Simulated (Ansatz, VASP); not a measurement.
**Cross-check of ZnO (zincite) between VASP and Ansatz**

Wanted: the spread between two codes on one cell, functional and k mesh. The cell is taken from a series of runs on this material, whose earlier steps may have relaxed, scaled, displaced or heated it; both programs get it as it stands.

Main program and level: Ansatz 0.2.0; plane waves, with VASP 6.6.1 beside it; relaxation of cell and atoms at PBE and zone-centre phonons at PBE.

**1. The structure**

The structure is hexagonal, space group P6_3mc (No. 186). Conventional cell: a = 3.279 Å, b = 3.279 Å, c = 5.293 Å, α = 90.00°, β = 90.00°, γ = 120.00°. Nearest to Zn lie 4 O at 2.00 to 2.01 Å. Nearest to O lie 4 Zn at 2.00 to 2.01 Å. Farther neighbours and most contacts between anions are not listed.

Structure file:

```cif
data_structure
_symmetry_space_group_name_H-M 'P6_3mc'
_symmetry_Int_Tables_number 186
_cell_length_a 3.2795
_cell_length_b 3.2795
_cell_length_c 5.2933
_cell_angle_alpha 90.000
_cell_angle_beta 90.000
_cell_angle_gamma 120.000
_cell_volume 49.30
loop_
_atom_site_label
_atom_site_type_symbol
_atom_site_symmetry_multiplicity
_atom_site_Wyckoff_symbol
_atom_site_fract_x
_atom_site_fract_y
_atom_site_fract_z
_atom_site_occupancy
Zn1 Zn 2 b 0.33333 0.66667 0.49997 1
O1 O 2 b 0.66667 0.33333 0.37904 1
```

**2. VASP: relaxation of cell and atoms, PBE**

The relaxed volume is the usual yardstick between codes: in a stiff, nearly cubic crystal its relative difference is about their pressure difference at one cell divided by the bulk modulus.

Lines of VASP's logs that name or quote its potential files are left out, and so is its time.

File INCAR:

```
SYSTEM = ZnO
PREC = Accurate
ENCUT = 600
EDIFF = 1E-07
NELM = 120
ISMEAR = 0
SIGMA = 0.01
LREAL = .FALSE.
ALGO = Normal
GGA = PE
NBANDS = 24
LORBIT = 11
LWAVE = .FALSE.
LCHARG = .FALSE.
ISIF = 3
IBRION = 2
NSW = 80
EDIFFG = -0.005
LASPH = .TRUE.
GGA_COMPAT = .FALSE.
NELMIN = 4
EFERMI = MIDGAP
KPAR = 2
```

File POSCAR:

```
ZnO
1.0
    3.2794860000      0.0000000000      0.0000000000
   -1.6397430000      2.8401180000      0.0000000000
    0.0000000000      0.0000000000      5.2932740000
Zn O
2 2
Direct
    0.3333333333      0.6666666667      0.4999686394
    0.6666666667      0.3333333333      0.9999686394
    0.6666666667      0.3333333333      0.3790414024
    0.3333333333      0.6666666667      0.8790414024
```

File KPOINTS:

```
Automatic mesh
0
Gamma
9 9 6
0 0 0
```

The projector-augmented-wave data sets are Zn and O (PBE family, release 64).

The run is started by

```sh
$ mpirun -np 2 vasp_std
```

Numbers of over 12 decimals in the logs are rounded to 6 here.

What it wrote:

```text
[banner, memory and clock lines left out]
running    2 mpi-ranks, on    1 nodes
 distrk:  each k-point on    1 cores,    2 groups
 distr:  one band on    1 cores,    1 groups

 POSCAR found type information on POSCAR ZnO
 POSCAR found :  2 types and       4 ions
 LDA part: xc-table for (Slater+PW92), standard interpolation
 POSCAR, INCAR and KPOINTS ok, starting setup
 FFT: planning ... GRIDC
 FFT: planning ... GRID_SOFT
 FFT: planning ... GRID
 WAVECAR not read
 entering main loop
       N       E                     dE             d eps       ncg     rms          rms(c)
DAV:   1     0.303782373662E+03    0.30378E+03   -0.20172E+04  2312   0.237E+03
DAV:   2     0.100393394044E+02   -0.29374E+03   -0.27842E+03  2488   0.453E+02
DAV:   3    -0.205865816879E+02   -0.30626E+02   -0.30363E+02  2680   0.149E+02
DAV:   4    -0.211035145769E+02   -0.51693E+00   -0.51662E+00  2624   0.204E+01
DAV:   5    -0.211066945487E+02   -0.31800E-02   -0.31799E-02  2648   0.154E+00    0.141E+01
DAV:   6    -0.177277273370E+02    0.33790E+01   -0.92400E+00  3984   0.680E+01    0.854E+00
DAV:   7    -0.179003692730E+02   -0.17264E+00   -0.27254E+00  2480   0.183E+01    0.510E+00
DAV:   8    -0.179148872847E+02   -0.14518E-01   -0.63774E-01  3344   0.794E+00    0.166E+00
DAV:   9    -0.178614773496E+02    0.53410E-01   -0.13174E-01  3504   0.686E+00    0.315E-01
DAV:  10    -0.178644387746E+02   -0.29614E-02   -0.43807E-02  2352   0.147E+00    0.141E-01
DAV:  11    -0.178644562081E+02   -0.17433E-04   -0.81345E-04  2608   0.254E-01    0.293E-02
DAV:  12    -0.178644939444E+02   -0.37736E-04   -0.64904E-05  2824   0.194E-01    0.226E-02
DAV:  13    -0.178645034520E+02   -0.95075E-05   -0.19692E-05  2880   0.931E-02    0.220E-02
DAV:  14    -0.178644962123E+02    0.72396E-05   -0.16425E-05  3256   0.493E-02    0.327E-03
DAV:  15    -0.178644961087E+02    0.10361E-06   -0.36194E-06  2480   0.155E-02    0.984E-04
DAV:  16    -0.178644960326E+02    0.76137E-07   -0.16978E-08  1528   0.146E-03
   1 F= -.17864496E+02 E0= -.17864496E+02  d E =-.178645E+02
 curvature:   0.00 expect dE= 0.000E+00 dE for cont linesearch  0.000E+00
 trial: gam= 0.00000 g(F)=  0.524E-07 g(S)=  0.181E-02 ort = 0.000E+00 (trialstep = 0.100E+01)
 search vector abs. value=  0.181E-02
 bond charge predicted
       N       E                     dE             d eps       ncg     rms          rms(c)
DAV:   1    -0.178907467073E+02   -0.26251E-01   -0.36172E-01  2728   0.115E+01    0.117E+00
DAV:   2    -0.178677716573E+02    0.22975E-01   -0.78781E-02  2872   0.578E+00    0.420E-01
DAV:   3    -0.178657615186E+02    0.20101E-02   -0.13614E-03  3096   0.112E+00    0.237E-01
DAV:   4    -0.178649611331E+02    0.80039E-03   -0.65480E-04  3512   0.453E-01    0.190E-02
DAV:   5    -0.178649751125E+02   -0.13979E-04   -0.21080E-04  2400   0.120E-01    0.915E-03
DAV:   6    -0.178649758363E+02   -0.72382E-06   -0.47557E-06  3136   0.436E-02    0.299E-03
DAV:   7    -0.178649768581E+02   -0.10218E-05   -0.10459E-06  2528   0.108E-02    0.146E-03
DAV:   8    -0.178649769882E+02   -0.13017E-06   -0.11172E-07  1408   0.488E-03    0.249E-04
DAV:   9    -0.178649769732E+02    0.15082E-07   -0.24644E-08  1232   0.205E-03
   2 F= -.17864977E+02 E0= -.17864977E+02  d E =-.480941E-03
 trial-energy change:   -0.000481  1 .order   -0.000508   -0.001813    0.000796
 step:   0.6811(harm=  0.6948)  dis= 0.00002  next Energy=   -17.865105 (dE=-0.609E-03)
 bond charge predicted
       N       E                     dE             d eps       ncg     rms          rms(c)
DAV:   1    -0.178677371878E+02   -0.27602E-02   -0.36700E-02  2728   0.363E+00    0.375E-01
DAV:   2    -0.178653846506E+02    0.23525E-02   -0.82249E-03  2824   0.190E+00    0.133E-01
DAV:   3    -0.178651843012E+02    0.20035E-03   -0.13570E-04  3072   0.330E-01    0.744E-02
DAV:   4    -0.178651059988E+02    0.78302E-04   -0.73959E-05  3528   0.145E-01    0.633E-03
DAV:   5    -0.178651073673E+02   -0.13685E-05   -0.21244E-05  2416   0.395E-02    0.289E-03
DAV:   6    -0.178651072091E+02    0.15819E-06   -0.50579E-07  2616   0.169E-02    0.111E-03
DAV:   7    -0.178651069474E+02    0.26177E-06   -0.16715E-07  1640   0.391E-03    0.568E-04
DAV:   8    -0.178651069772E+02   -0.29830E-07   -0.25445E-08  1208   0.151E-03
   3 F= -.17865107E+02 E0= -.17865107E+02  d E =-.610945E-03
 curvature:  -0.35 expect dE=-0.372E-08 dE for cont linesearch -0.120E-09
 trial: gam= 0.00044 g(F)=  0.644E-08 g(S)=  0.429E-08 ort =-0.793E-06 (trialstep = 0.936E+00)
 search vector abs. value=  0.105E-07
 reached required accuracy - stopping structural energy minimisation
```

From OUTCAR (step 2):

```text
ion  position               nearest neighbor table
   1  0.333  0.667  0.500-   3 2.00   3 2.00   3 2.00   4 2.01
   2  0.667  0.333  1.000-   4 2.00   4 2.00   4 2.00   3 2.01
   3  0.667  0.333  0.379-   1 2.00   1 2.00   1 2.00   2 2.01
   4  0.333  0.667  0.879-   2 2.00   2 2.00   2 2.00   1 2.01

  LATTYP: Found a hexagonal cell.
 ALAT       =     3.2794860000
 C/A-ratio  =     1.6140559832

 Subroutine GETGRP returns: Found 12 space group operations
 (whereof  6 operations were pure point group operations)

The static configuration has the point symmetry C_3v.
 The point group associated with its full space group is C_6v.

 Found     48 irreducible k-points:

   k-points           NKPTS =     48   k-points in BZ     NKDIM =     48   number of bands    NBANDS=     24

   dimension x,y,z NGX =    28 NGY =   28 NGZ =   42
   dimension x,y,z NGXF=    56 NGYF=   56 NGZF=   84

   ENCUT  =  600.0 eV  44.10 Ry    6.64 a.u.   6.55  6.55 10.57*2*pi/ulx,y,z

   NELECT =      36.0000    total number of electrons

 k-points in reciprocal lattice and weights: Automatic mesh
   0.00000000  0.00000000  0.00000000       0.002
   0.11111111  0.00000000  0.00000000       0.012
   0.22222222  0.00000000  0.00000000       0.012
   0.33333333  0.00000000  0.00000000       0.012
   0.44444444  0.00000000  0.00000000       0.012
   0.11111111  0.11111111  0.00000000       0.012
   0.22222222  0.11111111  0.00000000       0.025
   0.33333333  0.11111111  0.00000000       0.025
   0.44444444  0.11111111  0.00000000       0.012
[...]
0.33333333  0.22222222  0.50000000       0.025
   0.33333333  0.33333333  0.50000000       0.004

 average (electrostatic) potential at core
       1 -36.1137       2 -36.1137       3 -73.3750       4 -73.3750

 E-fermi :   1.2062

 k-point     1 :       0.0000    0.0000    0.0000
  band No.  band energies     occupation
    ...
     14       0.0992      2.00000
     15       0.0992      2.00000
     16       0.7693      2.00000
     17       0.8460      2.00000
     18       0.8460      2.00000
     19       1.5664      0.00000
     20       5.9192      0.00000
     21       8.9002      0.00000
     22      13.5468      0.00000
     23      13.5468      0.00000
    ...

 k-point     2 :       0.1111    0.0000    0.0000
  band No.  band energies     occupation
    ...
     14      -0.3340      2.00000
     15      -0.0559      2.00000
     16       0.1436      2.00000
     17       0.6922      2.00000
     18       0.7630      2.00000
     19       2.4288      0.00000
     20       6.4061      0.00000
     21       8.9043      0.00000
     22      12.3975      0.00000
     23      13.6527      0.00000
    ...

 k-point     3 :       0.2222    0.0000    0.0000
  band No.  band energies     occupation
    ...
     14      -1.3069      2.00000
     15      -0.6570      2.00000
     16      -0.4472      2.00000
     17       0.4532      2.00000
     18       0.5419      2.00000
     19       3.6806      0.00000
     20       7.4293      0.00000
     21       8.9002      0.00000
     22      10.7194      0.00000
     23      12.4936      0.00000
    ...

  Total       -0.0003271     -0.0003271      0.0003767      0.0000000      0.0000000      0.0000000
  in kB       -0.0105714     -0.0105714      0.0121753      0.0000000      0.0000000      0.0000000
  external PRESSURE =      -0.0029892 kB  Pullay stress =       0.0000000 kB

  energy-cutoff  :      600.00
  volume of cell :       49.57
      direct lattice vectors                 reciprocal lattice vectors
     3.285556621  0.000000000 -0.000000000     0.304362431  0.175723743 -0.000000000
    -1.642778311  2.845375311  0.000000000    -0.000000000  0.351447486 -0.000000000
     0.000000000  0.000000000  5.302877130     0.000000000  0.000000000  0.188576875

 POSITION                                       TOTAL-FORCE (eV/Angst)
 -----------------------------------------------------------------------------------
     -0.00000      1.89692      2.65129         0.000000     -0.000000     -0.000183
      1.64278      0.94846      5.30273        -0.000000     -0.000000     -0.000183
      1.64278      0.94846      2.00999        -0.000000      0.000000      0.000183
     -0.00000      1.89692      4.66143         0.000000     -0.000000      0.000183
 -----------------------------------------------------------------------------------
    total drift:                                0.000000      0.000000      0.000782

  FREE ENERGIE OF THE ION-ELECTRON SYSTEM (eV)
  ---------------------------------------------------
  free  energy   TOTEN  =       -17.8651069772 eV

  energy  without entropy=      -17.8651069772  energy(sigma->0) =      -17.86510698

 reached required accuracy - stopping structural energy minimisation

 total charge
# of ion       s       p       d       tot
------------------------------------------
    1        0.447   0.454   9.891  10.791
    2        0.447   0.454   9.891  10.791
    3        1.547   3.438   0.000   4.985
    4        1.547   3.438   0.000   4.985
--------------------------------------------------
tot          3.987   7.783  19.781  31.552

[... 3 further parts left out ...]
```

The run keeps the 12 symmetry operations of its start, so it cannot find a distortion of lower symmetry.

**3. Ansatz: relaxation of cell and atoms, PBE**

Ansatz runs on its default PAW (the set named soft_2) files.

The same cell, functional and mesh now go to Ansatz, which takes its cutoff from its data sets.

File input.yaml:

```yaml
crystal:
  lattice:
    - [3.2794860098, 0.0, 0.0]
    - [-1.6397430049, 2.8401181958, 0.0]
    - [0.0, 0.0, 5.2932739868]
  atoms:
    - { symbol: Zn, position: [0.3333333333, 0.6666666667, 0.4999685884] }
    - { symbol: Zn, position: [0.6666666667, 0.3333333333, -3.14116e-05] }
    - { symbol: O, position: [0.6666666667, 0.3333333333, 0.3790414116] }
    - { symbol: O, position: [0.3333333333, 0.6666666667, 0.8790414116] }
kpoints:
  mp_grid: { grid: [9, 9, 6] }
hamiltonian:
  xc: pbe
scf:
  occupations: { method: fixed }
output:
  forces: true
  stress: true
  eigenvalues: true
relax:
  adjacent_minimum: "off"
  f_tol: 0.001
  max_steps: 60
  cell: { stress_tol: 0.01 }
```

The run is started by

```sh
$ ansatz run input.yaml --threads 4 --pin off --max-ram 15360MiB --backend cpu --events-out ev --progress --plain --runs-dir out
```

What it wrote:

```text
Engine: ansatz 0.2.0, aarch64-unknown-linux-gnu
Pseudopotentials: kind: paw
Pseudopotential: Zn, paw, valence charge 12, recommended cutoff 420 eV (normal), Zn.paw.azcp
Pseudopotential: O, paw, valence charge 6, recommended cutoff 420 eV (normal), O.paw.azcp
Functional definition: PBE
  parameter kappa = 0.804
  parameter beta = 0.066725
  exchange = pbe_x(kappa = kappa, mu = beta*pi^2/3)
  correlation = pbe_c(beta = beta)
Crystal: 4 atoms, lattice volume = 49.302 Å³
Basis set: ecut = 420 eV, 989 PW (Γ), exchange–correlation on 48×48×72 points (8 copies of the dense FFT grid, shifted against one another)
Bands: 22, of which v1, the nominal top of the filled ones, is band 18 counted from 1 (17 counted from 0)
Symmetry: 12 space group operations
Space group: P63mc (ITA 186), of the structure as read, at distance tolerance 3.7e-5 Å
k-points: 48 of 486 (time reversal used)
Non-local potential: Zn, projectors of the file, l = 0: 2, l = 1: 2, l = 2: 3, l = 3: 1
Non-local potential: O, projectors of the file, l = 0: 2, l = 1: 2, l = 2: 1
PAW form: soft (Blöchl's): semilocal exchange-correlation on the pseudo side does not see the compensation charge
PAW one-centre angular grid: Zn, 590 points (default); XC on 64 Gauss nodes
PAW one-centre angular grid: O, 110 points (default); XC on 64 Gauss nodes
Initial density: superposition of atomic densities (neutral atoms: chi_scale 0, normalization atom), corrected by the library's trained network
Initial wavefunctions: pseudopotential atomic-orbital guess
Functional: x = pbe(κ = 0.804, μ = 0.219515), c = pbe(β = 0.066725)
SCF iter   1: F=—  HF=-7773.691615 eV  |F-HF|=—  |Δ(HF+E_count)|=         —  Δρ=6.22e-4  dr2=6.67e-5  ethr=1.77e-3  ⟨swp⟩=5.0  Hψ=4153  notcnv=0  defer=91
preconditioner: auto → Resta (q_TF=auto, 2.589 Å⁻¹)  ε∞=7.5  [insulator: Δε(μ)=0.744 eV  Ē_g=12.459 eV  n_scr=22 (ndim 8)  ℏωp=31.7 eV  f_vac=0.043  ε∞_Penn≈7.5]
SCF iter   2: F=—  HF=-7773.692937 eV  |F-HF|=—  |Δ(HF+E_count)|=   1.32e-3  Δρ=4.08e-4  dr2=2.69e-5  ethr=1.85e-7  ⟨swp⟩=3.0  Hψ=2923  notcnv=0  defer=96
SCF iter   3: F=—  HF=-7773.693006 eV  |F-HF|=—  |Δ(HF+E_count)|=   6.88e-5  Δρ=2.38e-4  dr2=1.20e-5  ethr=7.48e-8  ⟨swp⟩=2.0  Hψ=1824  notcnv=0  defer=96
SCF iter   4: F=—  HF=-7773.693048 eV  |F-HF|=—  |Δ(HF+E_count)|=   4.15e-5  Δρ=8.29e-5  dr2=1.66e-6  ethr=3.34e-8  ⟨swp⟩=2.0  Hψ=1713  notcnv=0  defer=96
SCF iter   5: F=—  HF=-7773.693054 eV  |F-HF|=—  |Δ(HF+E_count)|=   6.98e-6  Δρ=2.09e-5  dr2=1.16e-7  ethr=4.62e-9  ⟨swp⟩=2.0  Hψ=1862  notcnv=0  defer=96
SCF iter   6: F=-7773.693055 eV  HF=-7773.693055 eV  |F-HF|=3.08e-8  |Δ(HF+E_count)|=   5.85e-7  Δρ=1.58e-5  dr2=9.39e-8  ethr=2.78e-10  ⟨swp⟩=7.6  Hψ=5239  notcnv=0
SCF 1 converged in 6 iterations: F = -7773.693055 eV  dr2 = 9.39e-8
  greatest PAW one-centre occupation: 0.987 electrons in one spin orbital (limit 2), on the Zn atom at site 1 (counted from 0), in its partial waves of l = 2
relax step   1: F+E_penalty+E_count = -7773.69305505 eV  Δ(F+E_penalty+E_count) = +0.000e0 eV  max|allowed force component| = 6.687e-4 eV/Å  Δτ_max = 0.0000 Å  P = +0.009 GPa  Ω = 49.302 Å³  (6 SCF iters, dr2 threshold 1.00e-7 eV, accepted)
[...]
relax step   2: F+E_penalty+E_count = -7773.69304716 eV  Δ(F+E_penalty+E_count) = +7.892e-6 eV  max|allowed force component| = 4.674e-4 eV/Å  Δτ_max = 0.0000 Å  P = +0.003 GPa  Ω = 49.304 Å³  energy of the carried Pulay correction = -8.130e-6 eV  (5 SCF iters, dr2 threshold 1.09e-9 eV, accepted)
[...]
relax step   3: F+E_penalty+E_count = -7773.69306241 eV  Δ(F+E_penalty+E_count) = -1.526e-5 eV  max|allowed force component| = 4.442e-4 eV/Å  Δτ_max = 0.0000 Å  P = +0.004 GPa  Ω = 49.304 Å³  stress off target by 1.01e-2 GPa  SCF on the basis re-selected at this cell (its energy is not comparable with the rows above)  (7 SCF iters)
[...]
relax step   4: F+E_penalty+E_count = -7773.69305725 eV  Δ(F+E_penalty+E_count) = +5.164e-6 eV  max|allowed force component| = 1.763e-4 eV/Å  Δτ_max = 0.0000 Å  P = +0.000 GPa  Ω = 49.305 Å³  energy of the carried Pulay correction = -5.224e-6 eV  (4 SCF iters, dr2 threshold 2.56e-10 eV, accepted)
[...]
relax step   5: F+E_penalty+E_count = -7773.69305725 eV  Δ(F+E_penalty+E_count) = -5.457e-11 eV  max|allowed force component| = 1.762e-4 eV/Å  Δτ_max = 0.0000 Å  P = +0.001 GPa  Ω = 49.305 Å³  stress off target by 1.46e-3 GPa  SCF on the basis re-selected at this cell (its energy is not comparable with the rows above)  (10 SCF iters)
basis re-selected at this cell: Δ(F+E_penalty+E_count) = -5.457e-11 eV, ΔP = +0.000 GPa vs the last step (what re-selecting the basis moved, of the pressure what is left beyond the Pulay correction that the steps carried, after the strain that the cell walked since its last selection, with what the two solves' SCF thresholds leave and, on support functions, any second-order correction that the steps lacked; it is no  [...]
SCF converged after 10 iterations
Free energy (F): -7773.693057 eV
Harris-Foulkes:  -7773.693057 eV  (|F-HF|=0.00e0)
Internal energy: -7773.693057 eV  (E = F + TS)
E sigma→0 (E₀):  -7773.693057 eV
Fermi energy:    6.707900 eV
--- Per-component energies (eV) ---
  E_band       = 50.885380
  E_kinetic    = 610.035513
  E_local      = -4056.113637  (includes V_loc(G=0)·N_el)
  E_nonlocal   = 1335.260588
  E_hartree    = 1665.311450
  E_xc         = -419.298991
  E_vxc        = -288.960486  (∫ρ·V_xc dr)
  E_paw        = -3980.688505  (= ΣΔE_a)
  E_vpaw       = -879.963658  (= ΣTr[D̂ρ^β])
  E_aug_tail   = 0.004160  (compensation charges beyond the density's cutoff)
  E_ewald      = -2928.203636
  E_smearing   = -0.000000  (= −TS)
  E_closure    = 0.000000  (closes the sum)
  Σ components = -7773.693057   (vs F -7773.693057, Δ=0.00e0)
--- Forces (eV/Å), atoms counted from 1 ---
  atom   1  Zn    -0.00000000    -0.00000000    -0.00017557
  atom   2  Zn     0.00000000     0.00000000    -0.00017557
  atom   3  O     -0.00000000    -0.00000000     0.00017674
  atom   4  O      0.00000000     0.00000000     0.00017674
  max |Σ_I F_I| component: 2.34e-6 eV/Å
--- Stress (GPa, compression-positive) ---
        0.000107       0.000000       0.000000
        0.000000       0.000107      -0.000000
        0.000000      -0.000000       0.001460
  P = ⅓ Tr σ = 0.0006 GPa (0.006 kbar)
--- Band table (eV; the first three rows and the last of 48) ---
  k-point 0: bands = [... 14 lower, 5.9577, 6.6286, 6.7079, 6.7079, 7.4517, 11.8222, 14.7836, 19.4642]
  k-point 1: bands = [... 14 lower, 6.0091, 6.0657, 6.6589, 6.6589, 8.0979, 11.5876, 14.9963, 19.4702]
  k-point 2: bands = [... 14 lower, 6.1485, 6.1485, 6.5241, 6.5241, 9.0847, 10.9600, 15.6161, 18.0228]
  k-point 47: bands = [... 14 lower, 4.1301, 4.1301, 5.5235, 5.5235, 14.5123, 14.5123, 14.6688, 14.6688]
--- Relaxed structure (3 steps of the walk, 3 accepted, 2 SCFs on fresh bases) ---
  F+E_penalty+E_count = -7773.69305725 eV   max|allowed force component| = 1.762e-4 eV/Å   (the final SCF, on the basis selected at the relaxed cell)
  cell:  # Å, volume = 49.3052 Å³
    - [3.279444, 0, 0]
    - [-1.639722, 2.840082, 0]
    - [0, 0, 5.293731]
  atoms:
    - { symbol: Zn, position: [0.333333, 0.666667, 0.499973] }
    - { symbol: Zn, position: [0.666667, 0.333333, -2.7217604757717622e-5] }
    - { symbol: O, position: [0.666667, 0.333333, 0.379037] }
    - { symbol: O, position: [0.333333, 0.666667, 0.879037] }
```

Reading the cycles: dr2 is the Hartree energy of the density residual (eV), the measure of convergence; HF is the Harris–Foulkes estimate of the energy, which meets the free energy F at convergence.

**4. Side by side**

Known differences besides the potentials themselves: fixed occupations in Ansatz, narrow Gaussian smearing in VASP; the cutoff is 420 eV in Ansatz and 600 eV in VASP; Ansatz adds a Pulay correction to the stress that steers its cell, VASP none. Total energies have different zeros and are not compared.

Both answers:

```
                                         quantity  Ansatz   VASP  difference
                                      volume (Å³)   49.31  49.57     -0.54 %
edge a after relaxation, in the typed setting (Å)   3.279  3.286     -0.19 %
edge c after relaxation, in the typed setting (Å)   5.294  5.303     -0.17 %
```

(Continued in part 2 of 2.)

[Lines on the potential files, build, host, timing and source positions are cut from VASP's logs without a mark.]

[Logs are printed without paths, hosts, clocks, repeated set-up lines and the standing remarks that a program may print on its own settings, such as how far it seeks lower states.]

[Hosts, paths, dates, database ids (printed as entryN), source tags and the programs' standing remarks are cut or masked in the printed files.]
